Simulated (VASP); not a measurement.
Given:

```yaml
crystal:
  lattice:
    - [2.91229, 0.00000, 0.00000]
    - [0.00000, 2.91229, 0.00000]
    - [0.00000, 0.00000, 2.91229]
  atoms:
    - { symbol: Ga, position: [0.50000, 0.50000, 0.50000] }
    - { symbol: Co, position: [0.00000, 0.00000, 0.00000] }
```

Computed with optB86b-vdW, VASP's PBE PAW potentials (set 64) (plane waves; VASP). Settings: 520 eV cut-off, 13×13×13 Γ-centred mesh, first-order Methfessel-Paxton smearing of 0.10 eV, potentials Ga_d Co.

Problem. Give the stress tensor in GPa (positive for a compressed cell).

Solution. 
```
-9.60   0.00   0.00
 0.00  -9.60   0.00
 0.00   0.00  -9.60
```
The pressure is its mean diagonal, -9.60 GPa.

The compound is CoGa in the CsCl type structure. This cell is one point of a volume scan, at 1.06 of the reference volume. The run is not spin-polarised, so no magnetic state was tried.
